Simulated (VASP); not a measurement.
# SrMg (Pm-3m) in VASP: further runs

One crystal, SrMg, is run at these levels: LDA; tasks: single point, relaxation of cell and atoms.

Everything below comes from runs of VASP 6.6.1. Logs are shortened: lines on timing, memory, paths and dates and some standing lists are left out, and cuts for length are marked.

### Step 1. Starting point

Symmetry: Pm-3m, No. 221, cubic system. The conventional cell has a = 4.186 Å, b = 4.186 Å, c = 4.186 Å, α = 90.00°, β = 90.00°, γ = 90.00°. Sr (site symmetry m-3m) has 8 Mg at 3.62 Å as nearest neighbours. Mg (site symmetry m-3m) has 8 Sr at 3.62 Å as nearest neighbours.

### Step 2. Single point, LDA (relaxed again under DFT LDA, scalar-relativistic, plane waves, PAW)

INCAR reads:

```
ALGO     = Fast           # electronic algorithm
EDIFF    = 1E-6           # SCF threshold, eV
ENCUT    = 520            # plane-wave cutoff, eV
GGA      = CA             # functional
ISIF     = 2              # what is computed and relaxed
ISMEAR   = 0              # smearing method
LASPH    = True           # aspherical terms in the spheres
LCHARG   = False          # write CHGCAR
LREAL    = False          # projectors in reciprocal space
LWAVE    = False          # write WAVECAR
NBANDS   = 13             # bands
NELM     = 60             # most SCF steps
PREC     = Accurate       # precision mode
SIGMA    = 0.1            # smearing width, eV
```

KPOINTS reads:

```
k-points
0
Gamma
  10 10 10
```

POSCAR reads:

```
SrMg
1.0
    4.0603619698      0.0000000000      0.0000000000
    0.0000000000      4.0603619698      0.0000000000
    0.0000000000      0.0000000000      4.0603619698
Sr Mg
1 1
Direct
    0.5000000000      0.5000000000      0.5000000000
    0.0000000000      0.0000000000      0.0000000000
```

Potentials or basis: VASP PAW LDA potentials, release 64 (Sr_sv, Mg).

On the command line:

```
cat potpaw_LDA.64/Sr_sv/POTCAR potpaw_LDA.64/Mg/POTCAR > POTCAR
mpirun -np 1 vasp_std > vasp.out
```

OUTCAR:

```text
EDIFF = 1E-6
   ENCUT = 520
   GGA = CA
   ISIF = 2
   ISMEAR = 0
   LASPH = True
   LREAL = False
   NELM = 60
   PREC = Accurate

 ion  position               nearest neighbor table
   1  0.500  0.500  0.500-   2 3.52   2 3.52   2 3.52   2 3.52   2 3.52   2 3.52   2 3.52   2 3.52

   2  0.000  0.000  0.000-   1 3.52   1 3.52   1 3.52   1 3.52   1 3.52   1 3.52   1 3.52   1 3.52

  LATTYP: Found a simple cubic cell.
 ALAT       =     4.0603619698

  Lattice vectors:

 A1 = (   4.0603619698,   0.0000000000,   0.0000000000)
 A2 = (   0.0000000000,   4.0603619698,   0.0000000000)
 A3 = (   0.0000000000,   0.0000000000,   4.0603619698)

Analysis of symmetry for initial positions (statically):
=====================================================================
 Subroutine PRICEL returns:
 Original cell was already a primitive cell.

 Routine SETGRP: Setting up the symmetry group for a
 simple cubic supercell.

 Subroutine GETGRP returns: Found 48 space group operations
 (whereof 48 operations were pure point group operations)
 out of a pool of 48 trial point group operations.

The static configuration has the point symmetry O_h .

Analysis of symmetry for dynamics (positions and initial velocities):
=====================================================================
 Subroutine PRICEL returns:
 Original cell was already a primitive cell.

 Routine SETGRP: Setting up the symmetry group for a
 simple cubic supercell.

 Subroutine GETGRP returns: Found 48 space group operations
 (whereof 48 operations were pure point group operations)
 out of a pool of 48 trial point group operations.

The dynamic configuration has the point symmetry O_h .

 Subroutine INISYM returns: Found 48 space group operations
 (whereof 48 operations are pure point group operations),
 and found     1 'primitive' translations

----------------------------------------------------------------------------------------

                                     Primitive cell

  volume of cell :      66.9413

  direct lattice vectors                    reciprocal lattice vectors
     4.060361970  0.000000000  0.000000000     0.246283461  0.000000000  0.000000000
     0.000000000  4.060361970  0.000000000     0.000000000  0.246283461  0.000000000
     0.000000000  0.000000000  4.060361970     0.000000000  0.000000000  0.246283461

  length of vectors
     4.060361970  4.060361970  4.060361970     0.246283461  0.246283461  0.246283461

  position of ions in fractional coordinates (direct lattice)
     0.500000000  0.500000000  0.500000000
     0.000000000  0.000000000  0.000000000

  ion indices of the primitive-cell ions
   primitive index   ion index
                 1           1
                 2           2

----------------------------------------------------------------------------------------

 KPOINTS: k-points

Automatic generation of k-mesh.
 Grid dimensions read from file:
 generate k-points for:   10   10   10

 Generating k-lattice:

  Cartesian coordinates                     Fractional coordinates (reciprocal lattice)
     0.024628346  0.000000000  0.000000000     0.100000000  0.000000000  0.000000000
     0.000000000  0.024628346  0.000000000     0.000000000  0.100000000  0.000000000
     0.000000000  0.000000000  0.024628346     0.000000000  0.000000000  0.100000000

  Length of vectors
     0.024628346  0.024628346  0.024628346

  Shift w.r.t. Gamma in fractional coordinates (k-lattice)
     0.000000000  0.000000000  0.000000000

 Subroutine IBZKPT returns following result:
 ===========================================

 Found     56 irreducible k-points:

 Following reciprocal coordinates:
            Coordinates               Weight
  0.000000  0.000000  0.000000      1.000000
  0.100000  0.000000  0.000000      6.000000
  0.200000  0.000000  0.000000      6.000000
  0.300000  0.000000  0.000000      6.000000
  0.400000  0.000000  0.000000      6.000000
  0.500000  0.000000  0.000000      3.000000
[... 16 lines left out ...]
  0.200000  0.100000  0.100000     24.000000
  0.300000  0.100000  0.100000     24.000000
 [... further k-points ...]
   k-points           NKPTS =     56   k-points in BZ     NKDIM =     56   number of bands    NBANDS=     13
   number of dos      NEDOS =    301   number of ions     NIONS =      2
   total plane-waves  NPLWV =  27000
   dimension x,y,z NGX =    30 NGY =   30 NGZ =   30
   dimension x,y,z NGXF=    60 NGYF=   60 NGZF=   60
   ions per type =               1   1
   NGX,Y,Z   is equivalent  to a cutoff of  12.28, 12.28, 12.28 a.u.
   NGXF,Y,Z  is equivalent  to a cutoff of  24.57, 24.57, 24.57 a.u.
 SYSTEM =  unknown system
   PREC   = accura    normal or accurate (medium, high low for compatibility)
   ISTART =      0    job   : 0-new  1-cont  2-samecut
   ICHARG =      2    charge: 1-file 2-atom 10-const
   ISPIN  =      1    spin polarized calculation?
   LNONCOLLINEAR =      F non collinear calculations
   LSORBIT =      F    spin-orbit coupling
   LASPH  =      T    aspherical Exc in radial PAW
   ENCUT  =  520.0 eV  38.22 Ry    6.18 a.u.   7.55  7.55  7.55*2*pi/ulx,y,z
   NELM   =     60;   NELMIN=  2; NELMDL= -5     # of ELM steps
   EDIFF  = 0.1E-05   stopping-criterion for ELM
   LREAL  =      F    real-space projection
   EDIFFG = 0.1E-04   stopping-criterion for IOM
   NSW    =      0    number of steps for IOM
   IBRION =     -1    ionic relax: 0-MD 1-quasi-New 2-CG
   NFREE  =      0    steps in history (QN), initial steepest desc. (CG)
   ISIF   =      2    stress and relaxation
   ISYM   =      2    0-nonsym 1-usesym 2-fastsym
   POTIM  = 0.5000    time-step for ionic-motion
   TEBEG  =    0.0;   TEEND  =   0.0 temperature during run
   PSTRESS=    0.0 pullay stress
   NELECT =      12.0000    total number of electrons
   NUPDOWN=      -1.0000    fix difference up-down
   EMIN   =  10.00;   EMAX   =-10.00  energy-range for DOS
   EFERMI =   0.00;   METHOD = LEGACY
   ISMEAR =     0;   SIGMA  =   0.10  broadening in eV -4-tet -1-fermi 0-gaus
   EFERMI_NEDOS =   21; number of points for ismear=-14 and -15
   IALGO  =     68    algorithm
   IMIX   =      4    mixing-type and parameters
     AMIX     =   0.40;   BMIX     =  1.00
     AMIX_MAG =   1.60;   BMIX_MAG =  1.00
  volume/ion in A,a.u.               =      33.47       225.87
  Fermi-wavevector in a.u.,A,eV,Ry     =   0.923075  1.744360 11.593091  0.852068
  Thomas-Fermi vector in A             =   2.048672
   LORBIT       =      0    0 simple, 1 ext, 2 COOP (PROOUT), +10 PAW based schemes
   GGA     = CA    functional components
   LHFCALC =     F    Hartree Fock is set to
   AEXX    =    0.0000 exact exchange contribution
   IVDW    =     0    specifies the selected vdW correction
   LEPSILON=     F    determine dielectric tensor
   LRPA    =     F    only Hartree local field effects (RPA)
 non-spin polarized calculation
 RMM-DIIS sequential band-by-band and
 Gauss-broadening in eV      SIGMA  =   0.10
  energy-cutoff  :      520.00
  volume of cell :       66.94
 maximum number of plane-waves:      1856
   NGX = 15   NGY = 15   NGZ = 15

 number of electron      11.9999999 magnetization

 Free energy of the ion-electron system (eV)
  ---------------------------------------------------
  ext. energy  EPLUGINS =         0.00000000
  ---------------------------------------------------
  free energy    TOTEN  =        -3.91437937 eV

  energy without entropy =       -3.90665675  energy(sigma->0) =       -3.91051806

 E-fermi :   2.0755     XC(G=0):  -8.4380

 val. band max:        2.0744564004   @ k =   0.5000   0.5000   0.1000
 cond. band min:       2.0901713566   @ k =   0.4000   0.3000   0.3000
 fundamental gap:      0.0157149562
 Fermi energy:         2.0755494506

 k-point     1 :       0.0000    0.0000    0.0000
  band No.  band energies     occupation
      1     -33.5660      2.00000
      2     -15.6211      2.00000
      3     -15.6211      2.00000
      4     -15.6211      2.00000
      5      -2.9120      2.00000
      6       2.8164      0.00000
      7       2.8164      0.00000
      8       6.0479      0.00000
      9       6.0479      0.00000
     10       6.0479      0.00000
     11       6.7571      0.00000
     12       6.7571      0.00000
     13       6.7571      0.00000

 k-point     2 :       0.1000    0.0000    0.0000
  band No.  band energies     occupation
      1     -33.5651      2.00000
      2     -15.6409      2.00000
      3     -15.6193      2.00000
      4     -15.6193      2.00000
      5      -2.7997      2.00000
      6       2.7085      0.00000
      7       2.8795      0.00000
      8       5.6566      0.00000
      9       5.6566      0.00000
     10       5.8394      0.00000
     11       6.7885      0.00000
     12       7.1768      0.00000
     13       7.1768      0.00000

 k-point     3 :       0.2000    0.0000    0.0000
  band No.  band energies     occupation
      1     -33.5625      2.00000
      2     -15.6922      2.00000
      3     -15.6148      2.00000
      4     -15.6148      2.00000
      5      -2.4714      2.00000
      6       2.2564      0.01054
      7       3.0598      0.00000
      8       5.1171      0.00000
      9       5.1171      0.00000
     10       5.7809      0.00000
     11       6.8740      0.00000
     12       7.8188      0.00000
     13       7.8188      0.00000
[... 305 lines left out ...]
 k-point    23 :       0.2000    0.1000    0.1000
  band No.  band energies     occupation
      1     -33.5605      2.00000
      2     -15.6880      2.00000
      3     -15.6333      2.00000
      4     -15.6311      2.00000
      5      -2.2621      2.00000
      6       2.3882      0.00001
      7       2.9374      0.00000
      8       4.3578      0.00000
      9       5.0409      0.00000
     10       5.9141      0.00000
     11       6.8060      0.00000
     12       7.8769      0.00000
     13       7.9971      0.00000

 k-point    24 :       0.3000    0.1000    0.1000
  band No.  band energies     occupation
      1     -33.5574      2.00000
      2     -15.7495      2.00000
      3     -15.6273      2.00000
      4     -15.6252      2.00000
      5      -1.7591      2.00000
      6       1.5832      2.00000
      7       3.1782      0.00000
      8       4.3655      0.00000
      9       4.5143      0.00000
     10       6.1624      0.00000
     11       6.7895      0.00000
     12       8.4223      0.00000
     13       8.5728      0.00000

 [... further k-points ...]
[... 5 lines left out ...]
  --------------------------------------------------------------------------------------
  -------------------------------------------------------------------------------------
  Total       -0.0803830     -0.0803830     -0.0803830      0.0000000      0.0000000      0.0000000
  in kB       -1.9238922     -1.9238922     -1.9238922      0.0000000      0.0000000      0.0000000
  external PRESSURE =      -1.9238922 kB  Pullay stress =       0.0000000 kB

 VOLUME and BASIS-vectors are now :
 -----------------------------------------------------------------------------
  energy-cutoff  :      520.00
  volume of cell :       66.94
      direct lattice vectors                 reciprocal lattice vectors
     4.060361970  0.000000000  0.000000000     0.246283461  0.000000000  0.000000000
     0.000000000  4.060361970  0.000000000     0.000000000  0.246283461  0.000000000
     0.000000000  0.000000000  4.060361970     0.000000000  0.000000000  0.246283461

 POSITION                                       TOTAL-FORCE (eV/Angst)
 -----------------------------------------------------------------------------------
      2.03018      2.03018      2.03018         0.000000      0.000000      0.000000
      0.00000      0.00000      0.00000         0.000000      0.000000      0.000000
 -----------------------------------------------------------------------------------
    total drift:                                0.000000      0.000000      0.000000

  FREE ENERGIE OF THE ION-ELECTRON SYSTEM (eV)
  ---------------------------------------------------
  free  energy   TOTEN  =        -3.9143793747 eV

  energy  without entropy=       -3.9066567515  energy(sigma->0) =       -3.91051806
```

Wall time 42 s (1 thread of Intel Xeon Platinum 8488C (Sapphire Rapids), shared host); peak memory 0.18 GiB.

Results:

* Free energy: -3.9144 eV
* Pressure: -0.2 GPa
* Band gap on the k mesh: none (metal or under the smearing width)

(Part 1 of 2 ends here.)
